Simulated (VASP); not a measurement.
Output of a VASP run:

### OUTCAR
```
 ion  position               nearest neighbor table
   1  0.000  0.000  0.000-   3 1.88   6 1.88   5 1.90   4 1.90   4 1.90   5 1.90
   2  0.500  0.500  0.500-   4 1.88   5 1.88   3 1.90   6 1.90   3 1.90   6 1.90
   3  0.302  0.302  0.000-   1 1.88   2 1.90   2 1.90
   4  0.802  0.198  0.500-   2 1.88   1 1.90   1 1.90
   5  0.198  0.802  0.500-   2 1.88   1 1.90   1 1.90
   6  0.698  0.698  0.000-   1 1.88   2 1.90   2 1.90
  LATTYP: Found a simple tetragonal cell.
 ALAT       =     4.4090681856
 C/A-ratio  =     0.6523309552
 Subroutine PRICEL returns:
 Original cell was already a primitive cell.
 Subroutine GETGRP returns: Found 16 space group operations
The static configuration has the point symmetry D_2h.
 The point group associated with its full space group is D_4h.
The dynamic configuration has the point symmetry D_2h.
 Subroutine INISYM returns: Found 16 space group operations
 Subroutine IBZKPT returns following result:
 Found     30 irreducible k-points:

 Following reciprocal coordinates:
            Coordinates               Weight
  0.000000  0.000000  0.000000      1.000000
  0.200000  0.000000  0.000000      4.000000
  0.400000  0.000000  0.000000      4.000000
  0.200000  0.200000  0.000000      4.000000
  0.400000  0.200000  0.000000      8.000000
  0.400000  0.400000  0.000000      4.000000
  0.000000  0.000000  0.125000      2.000000
  0.200000  0.000000  0.125000      8.000000
  0.400000  0.000000  0.125000      8.000000
  0.200000  0.200000  0.125000      8.000000
  0.400000  0.200000  0.125000     16.000000
  0.400000  0.400000  0.125000      8.000000
  0.000000  0.000000  0.250000      2.000000
  0.200000  0.000000  0.250000      8.000000
  0.400000  0.000000  0.250000      8.000000
  0.200000  0.200000  0.250000      8.000000
  0.400000  0.200000  0.250000     16.000000
  0.400000  0.400000  0.250000      8.000000
  0.000000  0.000000  0.375000      2.000000
  0.200000  0.000000  0.375000      8.000000
  0.400000  0.000000  0.375000      8.000000
  0.200000  0.200000  0.375000      8.000000
  0.400000  0.200000  0.375000     16.000000
  0.400000  0.400000  0.375000      8.000000
  0.000000  0.000000  0.500000      1.000000
  0.200000  0.000000  0.500000      4.000000
  0.400000  0.000000  0.500000      4.000000
  0.200000  0.200000  0.500000      4.000000
  0.400000  0.200000  0.500000      8.000000
  0.400000  0.400000  0.500000      4.000000
   k-points           NKPTS =     30   k-points in BZ     NKDIM =     30   number of bands    NBANDS=     28
   number of dos      NEDOS =    301   number of ions     NIONS =      6
   total plane-waves  NPLWV =  31104
   dimension x,y,z NGX =    36 NGY =   36 NGZ =   24
   dimension x,y,z NGXF=    72 NGYF=   72 NGZF=   48
   ions per type =               2   4
   PREC   = accura    normal or accurate (medium, high low for compatibility)
   ISTART =      0    job   : 0-new  1-cont  2-samecut
   ICHARG =      2    charge: 1-file 2-atom 10-const
   ISPIN  =      1    spin polarized calculation?
   LNONCOLLINEAR =      F non collinear calculations
   LSORBIT =      F    spin-orbit coupling
   INIWAV =      1    electr: 0-lowe 1-rand  2-diag
   ENCUT  =  620.0 eV  45.57 Ry    6.75 a.u.   8.95  8.95  5.84*2*pi/ulx,y,z
   NELM   =    100;   NELMIN=  2; NELMDL= -5     # of ELM steps
   EDIFF  = 0.1E-05   stopping-criterion for ELM
   LREAL  =      F    real-space projection
   NLSPLINE    = F    spline interpolate recip. space projectors
   LMAXMIX     =    4 max onsite mixed and CHGCAR
   VOSKOWN=      0    Vosko Wilk Nusair interpolation
   EDIFFG = -.2E-01   stopping-criterion for IOM
   NSW    =     40    number of steps for IOM
   NBLOCK =      1;   KBLOCK =     40    inner block; outer block
   IBRION =      2    ionic relax: 0-MD 1-quasi-New 2-CG
   NFREE  =      1    steps in history (QN), initial steepest desc. (CG)
   ISIF   =      3    stress and relaxation
   ISYM   =      2    0-nonsym 1-usesym 2-fastsym
   TEIN   =    0.0    initial temperature
...
```

File OSZICAR:
```
...
DAV:   2    -0.550549478978E+02    0.42052E-02   -0.55052E-02  1856   0.222E+00    0.462E-01
DAV:   3    -0.550511865131E+02    0.37614E-02   -0.89825E-03  1844   0.860E-01    0.116E-01
DAV:   4    -0.550511480235E+02    0.38490E-04   -0.17162E-03  2444   0.354E-01    0.605E-02
DAV:   5    -0.550511363814E+02    0.11642E-04   -0.13707E-04  2096   0.123E-01    0.324E-02
DAV:   6    -0.550511365623E+02   -0.18095E-06   -0.26348E-05  2192   0.465E-02    0.679E-03
DAV:   7    -0.550511367523E+02   -0.18995E-06   -0.22964E-06  1360   0.149E-02
   6 F= -.39972513E+02 E0= -.39972513E+02  d E =-.189486E-02
       N       E                     dE             d eps       ncg     rms          rms(c)
DAV:   1    -0.550599190990E+02   -0.87825E-02   -0.15762E-01  1680   0.353E+00    0.247E-01
DAV:   2    -0.550594903184E+02    0.42878E-03   -0.59249E-03  1852   0.729E-01    0.151E-01
DAV:   3    -0.550590964536E+02    0.39386E-03   -0.97363E-04  1848   0.279E-01    0.417E-02
DAV:   4    -0.550590853766E+02    0.11077E-04   -0.19224E-04  2504   0.123E-01    0.194E-02
DAV:   5    -0.550590838635E+02    0.15130E-05   -0.17027E-05  2164   0.417E-02    0.106E-02
DAV:   6    -0.550590835776E+02    0.28591E-06   -0.23950E-06  1248   0.155E-02
   7 F= -.39973104E+02 E0= -.39973104E+02  d E =-.248589E-02
       N       E                     dE             d eps       ncg     rms          rms(c)
DAV:   1    -0.550910225964E+02   -0.31939E-01   -0.77236E-02  1964   0.323E+00    0.373E-01
DAV:   2    -0.550902829037E+02    0.73969E-03   -0.65727E-03  1944   0.798E-01    0.185E-01
DAV:   3    -0.550899094710E+02    0.37343E-03   -0.20765E-03  2076   0.390E-01    0.483E-02
DAV:   4    -0.550899257333E+02   -0.16262E-04   -0.42412E-04  2156   0.137E-01    0.290E-02
DAV:   5    -0.550899314584E+02   -0.57251E-05   -0.16633E-05  2332   0.334E-02    0.225E-02
DAV:   6    -0.550899460108E+02   -0.14552E-04   -0.33661E-05  2664   0.366E-02    0.993E-03
DAV:   7    -0.550899461801E+02   -0.16936E-06   -0.77818E-06  1932   0.194E-02
   8 F= -.39973208E+02 E0= -.39973208E+02  d E =-.104399E-03
       N       E                     dE             d eps       ncg     rms          rms(c)
DAV:   1    -0.550783367378E+02    0.11609E-01   -0.11414E-02  1972   0.124E+00    0.143E-01
DAV:   2    -0.550782262212E+02    0.11052E-03   -0.97560E-04  1948   0.306E-01    0.709E-02
DAV:   3    -0.550781709717E+02    0.55250E-04   -0.30534E-04  2076   0.150E-01    0.187E-02
DAV:   4    -0.550781743360E+02   -0.33643E-05   -0.61514E-05  2160   0.528E-02    0.109E-02
DAV:   5    -0.550781753737E+02   -0.10378E-05   -0.20253E-06  1328   0.126E-02    0.812E-03
DAV:   6    -0.550781782089E+02   -0.28352E-05   -0.64101E-06  2164   0.151E-02    0.499E-03
DAV:   7    -0.550781785315E+02   -0.32258E-06   -0.19016E-06  1184   0.911E-03
   9 F= -.39973267E+02 E0= -.39973267E+02  d E =-.163315E-03
       N       E                     dE             d eps       ncg     rms          rms(c)
DAV:   1    -0.550681264034E+02    0.10052E-01   -0.42560E-02  1680   0.198E+00    0.145E-01
DAV:   2    -0.550680652105E+02    0.61193E-04   -0.20592E-03  2280   0.401E-01    0.774E-02
DAV:   3    -0.550679868240E+02    0.78386E-04   -0.30495E-04  2148   0.129E-01    0.217E-02
DAV:   4    -0.550679852821E+02    0.15419E-05   -0.63642E-05  2544   0.533E-02    0.178E-02
DAV:   5    -0.550679860669E+02   -0.78479E-06   -0.43034E-06  1760   0.225E-02
  10 F= -.39973353E+02 E0= -.39973353E+02  d E =-.854860E-04
```

### OUTCAR
```
------------------------ aborting loop because EDIFF is reached ----------------------------------------
  FORCE on cell =-STRESS in cart. coord.  units (eV):
  Direction    XX          YY          ZZ          XY          YZ          ZX
  --------------------------------------------------------------------------------------
  Total       15.0750369     15.0750369     15.1258344     -0.0000000      0.0000000      0.0000000
  in kB      449.4157961    449.4157961    450.9301663     -0.0000000      0.0000000      0.0000000
  external PRESSURE =      -0.0794138 kB  Pullay stress =     450.0000000 kB
  volume of cell :       53.74
      direct lattice vectors                 reciprocal lattice vectors
     4.341727566  0.000000000  0.000000000     0.230323065 -0.000000000  0.000000000
     0.000000000  4.341727566  0.000000000    -0.000000000  0.230323065  0.000000000
     0.000000000  0.000000000  2.850988693     0.000000000  0.000000000  0.350755512
 POSITION                                       TOTAL-FORCE (eV/Angst)
 -----------------------------------------------------------------------------------
      4.34173      4.34173      2.85099         0.000000      0.000000      0.000000
      2.17086      2.17086      1.42549         0.000000      0.000000      0.000000
      1.30870      1.30870      2.85099        -0.008395     -0.008395      0.000000
      3.47957      0.86216      1.42549        -0.008395      0.008395     -0.000000
      0.86216      3.47957      1.42549         0.008395     -0.008395      0.000000
      3.03303      3.03303      0.00000         0.008395      0.008395     -0.000000
 -----------------------------------------------------------------------------------
    total drift:                                0.000000      0.000000      0.000000
  FREE ENERGIE OF THE ION-ELECTRON SYSTEM (eV)
  ---------------------------------------------------
  free  energy   TOTEN  =       -55.0679860669 eV

  energy  without entropy=      -55.0679860669  energy(sigma->0) =      -55.06798607
  enthalpy is  TOTEN    =       -39.9733528692 eV   P V=       15.0946331977

 reached required accuracy - stopping structural energy minimisation
```
(Selected blocks of OUTCAR.)

POSCAR:
```
TiO2
1
    4.4090681856     0.0000000000     0.0000000000
    0.0000000000     4.4090681856     0.0000000000
    0.0000000000     0.0000000000     2.8761716610
Ti O
2 4
Direct
  0.0000000000   0.0000000000   0.0000000000
  0.5000000000   0.5000000000   0.5000000000
  0.3017350106   0.3017350106   0.0000000000
  0.8017350106   0.1982649894   0.5000000000
  0.1982649894   0.8017350106   0.5000000000
  0.6982649894   0.6982649894   0.0000000000
```

Reconstruct the remaining input files.

This is not unique; one that fits is the input of the run itself, PBEsol GGA, plane waves, VASP's PBE PAW potentials (set 64).

### INCAR
```
# general
SYSTEM  = TiO2
PREC    = Accurate
ENCUT   = 620
LREAL   = F
LASPH   = T

# electronic loop
EDIFF   = 1E-6
NELM    = 100
ALGO    = Normal
LMAXMIX = 4

# smearing
ISMEAR  = 0
SIGMA   = 0.05

# functional
GGA     = PS

# ions
IBRION  = 2
NSW     = 40
ISIF    = 3
EDIFFG  = -0.02
PSTRESS = 450

# output
LWAVE   = F
LCHARG  = F
```

File KPOINTS:
```
Automatic mesh
0
Gamma
5 5 8
0 0 0
```

POTCAR, in this order: Ti_sv O (PBE.64 set). Program: vasp_std.

Energy and stress use the plane-wave basis of the starting cell.

The compound is TiO2 in the rutile structure. This run relaxes it under an external pressure of 45 GPa. Symmetry was kept, so distortions that lower it aren't found.
